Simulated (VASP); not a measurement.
Output of a VASP run:

OSZICAR:
```
       N       E                     dE             d eps       ncg     rms          rms(c)
DAV:   1     0.372365434143E+01    0.37237E+01   -0.41184E+03   560   0.923E+02
DAV:   2    -0.232854558989E+02   -0.27009E+02   -0.26371E+02   848   0.112E+02
DAV:   3    -0.237362840197E+02   -0.45083E+00   -0.45083E+00   672   0.192E+01
DAV:   4    -0.237369123411E+02   -0.62832E-03   -0.62832E-03   800   0.810E-01
DAV:   5    -0.237369125693E+02   -0.22829E-06   -0.22829E-06   656   0.116E-02    0.498E+00
DAV:   6    -0.220928006857E+02    0.16441E+01   -0.10514E+00   696   0.728E+00    0.289E+00
DAV:   7    -0.219178631540E+02    0.17494E+00   -0.46921E-01   608   0.435E+00    0.823E-01
DAV:   8    -0.219580365666E+02   -0.40173E-01   -0.21326E-01   560   0.422E+00    0.390E-01
DAV:   9    -0.220973014676E+02   -0.13926E+00   -0.18985E-02   600   0.127E+00    0.202E-01
DAV:  10    -0.221012629739E+02   -0.39615E-02   -0.23861E-04   800   0.152E-01    0.196E-01
DAV:  11    -0.221198569795E+02   -0.18594E-01   -0.12836E-03   560   0.413E-01    0.133E-01
DAV:  12    -0.221386283525E+02   -0.18771E-01   -0.98974E-03   680   0.105E+00    0.768E-02
DAV:  13    -0.221386164488E+02    0.11904E-04   -0.10291E-04   576   0.114E-01    0.577E-02
DAV:  14    -0.221386122501E+02    0.41987E-05   -0.11186E-05   728   0.370E-02    0.344E-02
DAV:  15    -0.221386543136E+02   -0.42064E-04   -0.25404E-05   712   0.551E-02    0.409E-03
DAV:  16    -0.221386647533E+02   -0.10440E-04   -0.52786E-06   784   0.232E-02    0.995E-03
DAV:  17    -0.221386651424E+02   -0.38911E-06   -0.16497E-06   560   0.152E-02
   1 F= -.22138665E+02 E0= -.22138665E+02  d E =-.221387E+02
```

OUTCAR:
```
------------------------ aborting loop because EDIFF is reached ----------------------------------------
  FORCE on cell =-STRESS in cart. coord.  units (eV):
  Direction    XX          YY          ZZ          XY          YZ          ZX
  --------------------------------------------------------------------------------------
  Total       -0.0042746     -0.0042746     -0.0042746     -0.0000000      0.0000000     -0.0000000
  in kB       -0.2508345     -0.2508345     -0.2508345     -0.0000000      0.0000000     -0.0000000
  external PRESSURE =      -0.2508345 kB  Pullay stress =       0.0000000 kB
  volume of cell :       27.30
      direct lattice vectors                 reciprocal lattice vectors
     0.000000000  2.390000000  2.390000000    -0.209205021  0.209205021  0.209205021
     2.390000000  0.000000000  2.390000000     0.209205021 -0.209205021  0.209205021
     2.390000000  2.390000000  0.000000000     0.209205021  0.209205021 -0.209205021
  FREE ENERGIE OF THE ION-ELECTRON SYSTEM (eV)
  ---------------------------------------------------
  free  energy   TOTEN  =       -22.1386651424 eV

  energy  without entropy=      -22.1386651424  energy(sigma->0) =      -22.13866514

 reached required accuracy - stopping structural energy minimisation
```
(Selected blocks of OUTCAR.)

POSCAR:
```
BAs
1
    0.0000000000     2.3900000000     2.3900000000
    2.3900000000     0.0000000000     2.3900000000
    2.3900000000     2.3900000000     0.0000000000
B As
1 1
Direct
  0.0000000000   0.0000000000   0.0000000000
  0.2500000000   0.2500000000   0.2500000000
```

Q: Write an INCAR and KPOINTS that could have produced this output.

A: This is not unique; one that fits is the input of the run itself, r2SCAN+rVV10, plane waves, VASP's PBE PAW potentials (set 64).

**KPOINTS**
```
Automatic mesh
0
Gamma
9 9 9
0 0 0
```

### INCAR
```
SYSTEM=BAs
LWAVE=.FALSE.
CPARAM=0.0093
PREC=Accurate
ISMEAR=0
LCHARG=.FALSE.
BPARAM=11.95
EDIFFG=-0.01   ! ionic stop
NSW=60   ! most ionic steps
EDIFF=1E-6   ! SCF stop (eV)
NELM=100   ! most electronic steps
ALGO=Normal
SIGMA=0.05   ! width (eV)
METAGGA=R2SCAN
LMIXTAU=.TRUE.
LUSE_VDW=.TRUE.
ENCUT=520
LREAL=.FALSE.   ! projection in real space or not
ISIF=3
LMAXMIX=4
LASPH=.TRUE.   ! aspherical one-centre terms
IBRION=2   ! conjugate gradients
```

POTCAR, in this order: B As (PBE.64 set). Program: vasp_std.

The compound is BAs in the zinc blende structure. The cell was not relaxed at this level.
